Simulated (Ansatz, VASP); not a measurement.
## Cross-check of LiCaF3 between VASP and Ansatz

Aim: how closely do two programs agree when they are given the same cell, functional and k mesh? The cell is taken from a series of runs on this material, whose earlier steps may have relaxed, scaled, displaced or heated it; both programs get it as it stands.

Calculated with Ansatz 0.2.0; plane waves, with VASP 6.6.1 beside it; PBE and LDA.

## (1) The starting structure

The structure is cubic, space group Pm-3m (No. 221). Conventional cell: a = 3.761 Å, b = 3.761 Å, c = 3.761 Å, α = 90.00°, β = 90.00°, γ = 90.00°. Nearest to Ca lie 12 F at 2.66 Å. Nearest to F lie 2 Li at 1.88 Å and 4 Ca at 2.66 Å. Li has 6 F at 1.88 Å nearest. Farther neighbours and most contacts between anions are not listed.

## (2) Ansatz: dielectric response, PBE

Ansatz runs on its default PAW (the set named soft_2) files.

The response to a field tests empty states and converges slowly with the mesh.

Input file input.yaml:

```yaml
crystal:
  lattice:
    - [3.761244, 0.0, 0.0]
    - [0.0, 3.761244, 0.0]
    - [0.0, 0.0, 3.761244]
  atoms:
    - { symbol: Ca, position: [0.0, 0.0, 0.0] }
    - { symbol: F, position: [0.5, 0.0, 0.5] }
    - { symbol: F, position: [0.5, 0.5, 0.0] }
    - { symbol: F, position: [0.0, 0.5, 0.5] }
    - { symbol: Li, position: [0.5, 0.5, 0.5] }
kpoints:
  mp_grid: { grid: [6, 6, 6] }
scf:
  occupations: { method: fixed }
hamiltonian:
  xc: pbe
  pseudopotentials: { kind: paw }
dielectric: {}
```

Launch:

```
> ansatz run input.yaml --threads 2 --pin off --max-ram 5120MiB --backend cpu --events-out ev --progress --plain --runs-dir out
```

Numbers of over 12 decimals in the logs are rounded to 6 here.

What it wrote:

```text
Engine: ansatz 0.2.0, aarch64-unknown-linux-gnu
Pseudopotentials: kind: paw
Pseudopotential: Ca, paw, valence charge 10, recommended cutoff 420 eV (normal), Ca.paw.azcp
Pseudopotential: F, paw, valence charge 7, recommended cutoff 420 eV (normal), F.paw.azcp
Pseudopotential: Li, paw, valence charge 3, recommended cutoff 420 eV (normal), Li.paw.azcp
Functional definition: PBE
  parameter kappa = 0.804
  parameter beta = 0.066725
  exchange = pbe_x(kappa = kappa, mu = beta*pi^2/3)
  correlation = pbe_c(beta = beta)
Crystal: 5 atoms, lattice volume = 53.210 Å³
Basis set: ecut = 420 eV, 1021 PW (Γ), exchange–correlation on 54×54×54 points (8 copies of the dense FFT grid, shifted against one another)
Bands: 22, of which v1, the nominal top of the filled ones, is band 17 counted from 1 (16 counted from 0)
Symmetry: 48 space group operations
k-points: 40 of 216 (irreducible under 8 space group operations, time reversal used)
Non-local potential: Ca, projectors of the file, l = 0: 3, l = 1: 2, l = 2: 2
Non-local potential: F, projectors of the file, l = 0: 2, l = 1: 2, l = 2: 1
Non-local potential: Li, projectors of the file, l = 0: 3, l = 1: 2, l = 2: 1
PAW form: soft (Blöchl's): semilocal exchange-correlation on the pseudo side does not see the compensation charge
PAW one-centre angular grid: Ca, 110 points (default); XC on 64 Gauss nodes
PAW one-centre angular grid: F, 110 points (default); XC on 64 Gauss nodes
PAW one-centre angular grid: Li, 110 points (default); XC on 64 Gauss nodes
Initial density: superposition of atomic densities (neutral atoms: chi_scale 0, normalization atom), corrected by the library's trained network
Initial wavefunctions: pseudopotential atomic-orbital guess
Functional: x = pbe(κ = 0.804, μ = 0.219515), c = pbe(β = 0.066725)
SCF iter   1: F=—  HF=-4455.070671 eV  |F-HF|=—  |Δ(HF+E_count)|=         —  Δρ=1.72e-3  dr2=8.69e-4  ethr=1.77e-3  ⟨swp⟩=4.4  Hψ=4023  notcnv=0  defer=87
preconditioner: auto → Resta (q_TF=auto, 2.532 Å⁻¹)  ε∞=3.8  [insulator: Δε(μ)=6.464 eV  Ē_g=16.628 eV  n_scr=18 (ndim 8)  ℏωp=27.9 eV  f_vac=0.005  ε∞_Penn≈3.8]
SCF iter   2: F=—  HF=-4455.070605 eV  |F-HF|=—  |Δ(HF+E_count)|=   6.52e-5  Δρ=9.26e-4  dr2=5.23e-4  ethr=2.55e-6  ⟨swp⟩=2.2  Hψ=1608  notcnv=0  defer=118
SCF iter   3: F=—  HF=-4455.070731 eV  |F-HF|=—  |Δ(HF+E_count)|=   1.25e-4  Δρ=9.04e-4  dr2=2.67e-4  ethr=1.54e-6  ⟨swp⟩=2.0  Hψ=1523  notcnv=0  defer=118
SCF iter   4: F=—  HF=-4455.070656 eV  |F-HF|=—  |Δ(HF+E_count)|=   7.50e-5  Δρ=1.25e-4  dr2=1.30e-5  ethr=7.85e-7  ⟨swp⟩=2.0  Hψ=1290  notcnv=0  defer=74
SCF iter   5: F=—  HF=-4455.070660 eV  |F-HF|=—  |Δ(HF+E_count)|=   3.91e-6  Δρ=4.33e-5  dr2=8.52e-7  ethr=3.81e-8  ⟨swp⟩=3.0  Hψ=1706  notcnv=0  defer=50
SCF iter   6: F=—  HF=-4455.070661 eV  |F-HF|=—  |Δ(HF+E_count)|=   1.19e-6  Δρ=9.04e-6  dr2=2.09e-8  ethr=2.50e-9  ⟨swp⟩=2.0  Hψ=1509  notcnv=0  defer=52
SCF iter   7: F=—  HF=-4455.070661 eV  |F-HF|=—  |Δ(HF+E_count)|=   2.03e-8  Δρ=7.21e-7  dr2=1.68e-10  ethr=6.14e-11  ⟨swp⟩=2.0  Hψ=1520  notcnv=0  defer=52
SCF iter   8: F=-4455.070661 eV  HF=-4455.070661 eV  |F-HF|=1.27e-11  |Δ(HF+E_count)|=  3.37e-10  Δρ=1.84e-7  dr2=1.83e-11  ethr=1.00e-12  ⟨swp⟩=7.4  Hψ=3370  notcnv=0
SCF 1 converged in 8 iterations: F = -4455.070661 eV  dr2 = 1.83e-11
  greatest PAW one-centre occupation: 1.000 electrons in one spin orbital (limit 2), on the Li atom at site 4 (counted from 0), in its partial waves of l = 0
DFPT response loops at Γ: preconditioner auto → none (the input reference at scf.mixing.eps_inf says where Resta's filter doesn't serve); β = 0.50; Broyden in place of MSR1
SCF converged after 8 iterations
Free energy (F): -4455.070661 eV
Harris-Foulkes:  -4455.070661 eV  (|F-HF|=1.27e-11)
Internal energy: -4455.070661 eV  (E = F + TS)
E sigma→0 (E₀):  -4455.070661 eV
Fermi energy:    3.987951 eV
--- Per-component energies (eV) ---
  E_band       = -275.291771
  E_kinetic    = 922.754794
  E_local      = -2232.638945  (includes V_loc(G=0)·N_el)
  E_nonlocal   = 250.293578
  E_hartree    = 777.836641
  E_xc         = -390.450435
  E_vxc        = -495.862025  (∫ρ·V_xc dr)
  E_paw        = -1481.084415  (= ΣΔE_a)
  E_vpaw       = -275.518466  (= ΣTr[D̂ρ^β])
  E_aug_tail   = 0.006139  (compensation charges beyond the density's cutoff)
  E_ewald      = -2301.788020
  E_smearing   = -0.000000  (= −TS)
  E_closure    = 0.000000  (closes the sum)
  Σ components = -4455.070661   (vs F -4455.070661, Δ=0.00e0)
--- Band table (eV; the first three rows and the last of 40) ---
  k-point 0: bands = [... 13 lower, 3.1735, 3.8752, 3.8752, 3.8752, 10.4751, 10.4751, 10.8566, 12.0595, ... 1 higher]
  k-point 1: bands = [... 13 lower, 3.0879, 3.6271, 3.7994, 3.7994, 10.7442, 10.7521, 11.4116, 12.0941, ... 1 higher]
  k-point 2: bands = [... 13 lower, 2.9077, 3.1211, 3.6482, 3.6482, 11.2707, 11.3278, 12.1649, 12.6102, ... 1 higher]
  k-point 39: bands = [... 13 lower, 3.8651, 3.9880, 3.9880, 3.9880, 11.4582, 11.4582, 11.4582, 12.8418, ... 1 higher]
--- Dielectric response (ions clamped): 1 representative field direction + reference, on 40 of 216 k-points (Σ response iterations 8) ---
  k mesh reduced under 8 symmetry operations, with k and −k counted as one. Each operation leaves every solved perturbation unchanged. A smaller set is not considered because the run solves the response to a homogeneous field
  ε∞ (high-frequency dielectric tensor):
        2.427689    -0.000000     0.000000
        0.000000     2.427689     0.000000
        0.000000     0.000000     2.427689
  Born effective charges Z* (e; rows j = field, columns β = displacement):
    site 0:
         2.52281   -0.00000    0.00000
         0.00000    2.52281    0.00000
         0.00000    0.00000    2.52281
    site 1:
        -1.21489    0.00000    0.00000
        -0.00000   -1.07582    0.00000
        -0.00000    0.00000   -1.21489
    site 2:
        -1.21489   -0.00000   -0.00000
         0.00000   -1.21489    0.00000
        -0.00000    0.00000   -1.07582
    site 3:
        -1.07582   -0.00000   -0.00000
         0.00000   -1.21489    0.00000
        -0.00000    0.00000   -1.21489
    site 4:
         0.98279    0.00000    0.00000
        -0.00000    0.98279    0.00000
         0.00000    0.00000    0.98279
  Z* charge neutrality: 5.270e-5 e pre-enforcement
  k-mesh period / interband length: 22.6 Å / 0.86 Å = 26.36 at k = (0.0000, 0.0000, 0.0000), direct gap 6.600 eV — 14 or more, which is no proof of convergence
```

The column dr2 measures how far the density is from self-consistency, as an energy; F and HF (Harris–Foulkes) agree once it is small.

(Continued in part 2 of 3.)

[Lines on the potential files, build, host, timing and source positions are cut from VASP's logs without a mark.]

[Logs are printed without paths, hosts, clocks, repeated set-up lines and the standing remarks that a program may print on its own settings, such as how far it seeks lower states.]

[Hosts, paths, dates, database ids (printed as entryN), source tags and the programs' standing remarks are cut or masked in the printed files.]
